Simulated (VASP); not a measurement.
All values below come from PBE GGA, VASP's PBE PAW potentials (set 64) (plane waves; VASP 6.6.1).

Input for VASP

File POSCAR:
```
MgH2
1.0
  4.5091921845   0.0000000000   0.0000000000
  0.0000000000   4.5091921845   0.0000000000
  0.0000000000   0.0000000000   3.0069439870
Mg H
2 4
Direct
  0.0000000000   0.0000000000   0.0000000000
  0.5000000000   0.5000000000   0.5000000000
  0.3042662271   0.3042662271   0.0000000000
  0.8042662271   0.1957337729   0.5000000000
  0.1957337729   0.8042662271   0.5000000000
  0.6957337729   0.6957337729   0.0000000000
```

**KPOINTS**
```
Regular mesh
0
Gamma
  5 5 7
```

INCAR:
```
EDIFFG  =  -0.01   # ionic stop
LASPH  =  .TRUE.   # aspherical one-centre terms
NSW  =  30
LWAVE  =  .FALSE.
ENCUT  =  520   # plane-wave cut-off (eV)
NELM  =  100   # most electronic steps
SYSTEM  =  MgH2
ISIF  =  4   # ions and shape, fixed volume
LCHARG  =  .FALSE.
GGA  =  PE   # PBE
PREC  =  Accurate
SIGMA  =  0.05   # width (eV)
IBRION  =  2   # conjugate gradients
EDIFF  =  1E-7   # SCF stop (eV)
LREAL  =  .FALSE.   # projection in real space or not
ALGO  =  Normal
ISMEAR  =  0   # Gaussian
```

POTCAR, in this order: Mg H (PBE.64 set). Program: vasp_std.

What will the output report for the number of irreducible k-points (NKPTS), largest plane-wave count, number of space-group operations, FFT grid (NGX, NGY, NGZ)?

```yaml
number of irreducible k-points (NKPTS): 24
largest_plane_wave_count: 1679
number_of_space_group_operations: 16
FFT grid (NGX, NGY, NGZ): 36 × 36 × 24
```

The compound is MgH2 in the rutile structure. It was relaxed first.
